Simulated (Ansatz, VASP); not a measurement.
# C in two plane-wave programs

Aim: how closely do two programs agree when they are given the same cell, functional and k mesh? The cell is taken from a series of runs on this material, whose earlier steps may have relaxed, scaled, displaced or heated it; both programs get it as it stands.

Method: plane waves, with VASP 6.6.1 beside it; PBEsol with D3(BJ), in Ansatz 0.2.0.

## Step 1: Set-up

The cell holds 6 atoms: 6 C. Its edges and angles: a = 2.458 Å, b = 2.458 Å, c = 37.200 Å, α = 90.0°, β = 90.0°, γ = 120.0°. Vacuum lies along c.

## Step 2: Ansatz: zone-centre phonons, PBEsol with D3(BJ)

Ansatz runs on its PAW soft_1 files.

Second derivatives magnify differences that forces hide, and they need a tight electronic threshold.

Input file input.yaml:

```yaml
crystal:
  lattice:
    - [2.4581580135, 0.0, 0.0]
    - [-1.2290790067, 2.1288272862, 0.0]
    - [0.0, 0.0, 37.1999916]
  atoms:
    - { symbol: C, position: [0.0, 0.0, 0.2159890334] }
    - { symbol: C, position: [0.3333333333, 0.6666666667, 0.2159756009] }
    - { symbol: C, position: [0.0, 0.0, 0.3051075958] }
    - { symbol: C, position: [0.6666666667, 0.3333333333, 0.3051075958] }
    - { symbol: C, position: [0.0, 0.0, 0.3942261582] }
    - { symbol: C, position: [0.3333333333, 0.6666666667, 0.3942395906] }
  periodic: [true, true, false]
kpoints:
  mp_grid: { grid: [18, 18, 1] }
hamiltonian:
  xc: pbesol
  dispersion: d3bj
  pseudopotentials: { kind: paw, azcp: { folder: soft_1 }, xc_functional: pbe }
scf:
  occupations: { method: methfessel_paxton, width: 0.2 }
output:
  eigenvalues: true
phonons:
  method: dfpt
```

On the command line:

```console
ansatz run input.yaml --threads 8 --pin off --max-ram 20480MiB --backend cpu --events-out ev --progress --plain --runs-dir out
```

Numbers of over 12 decimals in the logs are rounded to 6 here.

Log:

```text
Warning: crystal.symmetry: narrowed to the stabiliser of the run's FFT grids — unitary ops 12 → 6. A phonons.method: dfpt run fills in the rows of the dynamical matrix that it does not solve by its symmetry operations, which is exact only for operations that map its FFT grids onto themselves: filled in by any other, the frequencies could depend on the order in which like atoms are typed, or, by more than the grids' own error, on where the crystal sits among the grids' points. Excluded: 6 operations. The run can therefore solve more perturbations, solve them on more k-points, or both, and cost more. [rest of the remark cut]
Engine: ansatz 0.2.0, x86_64-unknown-linux-gnu
Pseudopotentials: kind: paw
Pseudopotential: C, paw, valence charge 4, recommended cutoff 420 eV (normal), soft_1/C.paw.azcp
Functional definition: PBEsol
  exchange = pbesol_x
  correlation = pbesol_c
Crystal: 6 atoms, lattice volume = 194.667 Å³
Basis set: ecut = 420 eV, 3683 PW (Γ), exchange–correlation on 36×36×500 points (8 copies of the dense FFT grid, shifted against one another)
Bands: 18, of which v1, the nominal top of the filled ones, is band 12 counted from 1 (11 counted from 0)
Symmetry: 12 space group operations
k-points: 91 of 324 (irreducible under 2 space group operations, time reversal used)
Non-local potential: C, projectors of the file, l = 0: 2, l = 1: 2, l = 2: 1
PAW form: soft (Blöchl's): semilocal exchange-correlation on the pseudo side does not see the compensation charge
PAW frozen core: C, regenerated for the run's functional, and the local potential with it (the file was generated under x = pbe(κ = 0.804, μ = 0.219515), c = pbe(β = 0.066725))
PAW one-centre angular grid: C, 110 points (default); XC on 64 Gauss nodes
Initial density: superposition of atomic densities (neutral atoms: chi_scale 0, normalization atom)
Initial wavefunctions: pseudopotential atomic-orbital guess
Functional: x = pbesol(κ = 0.804, μ = 0.123457), c = pbesol(β = 0.046)
SCF iter   1: F=—  HF=-1483.943407 eV  |F-HF|=—  |Δ(HF+E_count)|=         —  Δρ=6.66e-2  dr2=7.48e0  ethr=3.10e-3  ⟨swp⟩=12.0  Hψ=15401  notcnv=0  defer=2
preconditioner: auto → LDOS  [metal: Δε(μ)=0.047 eV  Ē_g=16.383 eV  σ=0.200 eV  W_gap=0.20  n_scr=22 (ndim 8)  ℏωp=13.0 eV  f_vac=0.705  D(μ)=0.20/eV (n_scr^D=4)  β→1.0]
SCF iter   2: F=—  HF=-1481.251202 eV  |F-HF|=—  |Δ(HF+E_count)|=    2.69e0  S|Δr|=    0.00e0  Δρ=2.45e-2  dr2=1.29e0  ethr=3.10e-3  ⟨swp⟩=5.6  Hψ=5596  notcnv=0  defer=139
SCF iter   3: F=—  HF=-1480.670548 eV  |F-HF|=—  |Δ(HF+E_count)|=   5.81e-1  S|Δr|=    0.00e0  Δρ=3.19e-3  dr2=3.18e-2  ethr=3.10e-3  ⟨swp⟩=4.5  Hψ=5017  notcnv=0  defer=121
SCF iter   4: F=—  HF=-1480.665478 eV  |F-HF|=—  |Δ(HF+E_count)|=   5.07e-3  S|Δr|=    0.00e0  Δρ=2.30e-3  dr2=1.41e-2  ethr=1.32e-4  ⟨swp⟩=3.4  Hψ=4039  notcnv=0  defer=126
SCF iter   5: F=—  HF=-1480.662286 eV  |F-HF|=—  |Δ(HF+E_count)|=   3.19e-3  S|Δr|=    0.00e0  Δρ=8.10e-4  dr2=2.14e-3  ethr=5.89e-5  ⟨swp⟩=2.3  Hψ=2680  notcnv=0  defer=119
SCF iter   6: F=—  HF=-1480.661841 eV  |F-HF|=—  |Δ(HF+E_count)|=   4.45e-4  S|Δr|=    0.00e0  Δρ=1.73e-4  dr2=5.81e-5  ethr=8.92e-6  ⟨swp⟩=2.6  Hψ=2826  notcnv=0  defer=117
SCF iter   7: F=—  HF=-1480.661821 eV  |F-HF|=—  |Δ(HF+E_count)|=   1.99e-5  S|Δr|=    0.00e0  Δρ=3.02e-5  dr2=1.60e-6  ethr=2.42e-7  ⟨swp⟩=2.5  Hψ=2975  notcnv=0  defer=117
SCF iter   8: F=—  HF=-1480.661746 eV  |F-HF|=—  |Δ(HF+E_count)|=   7.52e-5  S|Δr|=    0.00e0  Δρ=8.51e-6  dr2=1.21e-7  ethr=6.66e-9  ⟨swp⟩=2.8  Hψ=3181  notcnv=0  defer=117
SCF iter   9: F=—  HF=-1480.661746 eV  |F-HF|=—  |Δ(HF+E_count)|=   1.94e-8  S|Δr|=    0.00e0  Δρ=2.20e-6  dr2=1.05e-8  ethr=5.02e-10  ⟨swp⟩=2.5  Hψ=2924  notcnv=0  defer=117
SCF iter  10: F=—  HF=-1480.661746 eV  |F-HF|=—  |Δ(HF+E_count)|=   7.42e-9  S|Δr|=    0.00e0  Δρ=5.61e-7  dr2=2.82e-10  ethr=4.38e-11  ⟨swp⟩=3.0  Hψ=3125  notcnv=0  defer=117
SCF iter  11: F=—  HF=-1480.661746 eV  |F-HF|=—  |Δ(HF+E_count)|=   3.74e-9  S|Δr|=    0.00e0  Δρ=1.42e-7  dr2=2.90e-11  ethr=1.18e-12  ⟨swp⟩=2.8  Hψ=3027  notcnv=0  defer=117
SCF iter  12: F=-1480.661746 eV  HF=-1480.661746 eV  |F-HF|=2.18e-11  |Δ(HF+E_count)|=  9.12e-11  S|Δr|=    0.00e0  Δρ=2.60e-8  dr2=9.56e-13  ethr=1.00e-12  ⟨swp⟩=26.2  Hψ=18117  notcnv=0
SCF 1 converged in 12 iterations: F = -1480.661746 eV  dr2 = 9.56e-13
  greatest PAW one-centre occupation: 0.673 electrons in one spin orbital (limit 2), on the C atom at site 2 (counted from 0), in its partial waves of l = 0
DFPT response loops at Γ: preconditioner auto → none (partly filled bands, converged f_vac=0.718); β = 0.50; Broyden in place of MSR1
SCF converged after 12 iterations
Stability not checked: this state was not tested for a lower state beside it, because cold or Methfessel-Paxton smearing, or corrected tetrahedra, fill the levels in a way that the test cannot read (fill_not_monotonic; see scf.lower_state_search)
Free energy (F): -1480.661746 eV
Harris-Foulkes:  -1480.661746 eV  (|F-HF|=2.18e-11)
Internal energy: -1480.660380 eV  (E = F + TS)
E sigma→0 (E₀):  -1480.661404 eV
Entropy (-TS):   -0.001366 eV (-0.228 meV/atom)
Fermi energy:    -4.343706 eV
Step filling:    the computed levels leave a gap of 0.0087 eV = 0.0 smearing widths at the electron count; against every level under it full and every level over it empty, smearing changes F+E_penalty+E_count by -1.183 meV and its σ→0 estimate by -0.842 meV
--- Per-component energies (eV) ---
  E_band       = -323.591429
  E_kinetic    = 531.039894
  E_local      = -62019.238544  (includes V_loc(G=0)·N_el)
  E_nonlocal   = 141.355860
  E_hartree    = 30708.326103
  E_xc         = -279.520963
  E_vxc        = -345.561065  (∫ρ·V_xc dr)
  E_paw        = -577.341972  (= ΣΔE_a)
  E_vpaw       = -47.839909  (= ΣTr[D̂ρ^β])
  E_aug_tail   = 0.000089  (compensation charges beyond the density's cutoff)
  E_ewald      = 30015.119969
  E_disp       = -0.527420  (pairwise vdW)
  E_core_change = 0.126603  (= ΣΔE_core)
  E_smearing   = -0.001366  (= −TS)
  E_closure    = -0.000000  (closes the sum)
  Σ components = -1480.661746   (vs F -1480.661746, Δ=0.00e0)
--- Band table (eV; the first three rows and the last of 91) ---
  k-point 0: bands = [... 8 lower, -7.3156, -7.3156, -7.3024, -7.3024, -0.7579 (-0.7584°), -0.5475 (-0.5493°), 0.4034, 0.5505, ... 2 higher]
  k-point 1: bands = [... 8 lower, -7.5986, -7.4811, -7.4751, -7.4601, -0.6600 (-0.6606°), -0.4480 (-0.4498°), 0.5031, 0.6518, ... 2 higher]
  k-point 2: bands = [... 8 lower, -8.4138, -7.9081, -7.8987, -7.8803, -0.3665 (-0.3670°), -0.1498 (-0.1515°), 0.8020, 0.9558, ... 2 higher]
  k-point 90: bands = [... 8 lower, -13.1449, -7.6367, -7.1013, -6.5318, -1.7814, -1.5335, -1.2936, 5.0903 (5.0902°), ... 2 higher]
  ° read free of the cell's end (the report's vacuum.weakly_bound_levels)
--- Phonons (Γ-DFPT): 12 representative perturbations + reference, on 91 of 324 k-points (Σ response iterations 60) ---
  ASR residual: 4.236e-5 → 0.000e0 eV/Å²; symmetrization residual: 4.081e-6 eV/Å²
  The last average, over the group as it would stand without the narrowing to the FFT grids, took up to 8.048e-7 eV/Å² of the zone centre's force constants
  pairwise dispersion correction: d3bj (s6 = 1.0, s8 = 2.9491, a1 = 0.4466, a2_bohr = 6.1742), with the weights of each atom's references fixed at the reference crystal's, and the forces and stress that the weights' published response gives there kept as a pressure on the atom's counted neighbours (hamiltonian.dispersion)
  ASR residual per site (eV/Å²): 1.96e-5 1.10e-5 4.04e-5 4.24e-5 1.80e-5 1.28e-5
  Γ frequencies (cm⁻¹): 0.00 0.00 0.00 18.23 18.23 35.13 35.13 60.81 105.93 869.31 873.95 874.52 1556.51 1556.51 1556.76 1556.76 1583.04 1583.04
  non-analytic LO–TO correction: not included (Born effective charges unavailable; polar crystals: no LO–TO splitting at Γ)
```

(Continued in part 2 of 3.)

[Lines on the potential files, build, host, timing and source positions are cut from VASP's logs without a mark.]

[Logs are printed without paths, hosts, clocks, repeated set-up lines and the standing remarks that a program may print on its own settings, such as how far it seeks lower states.]

[Hosts, paths, dates, database ids (printed as entryN), source tags and the programs' standing remarks are cut or masked in the printed files.]
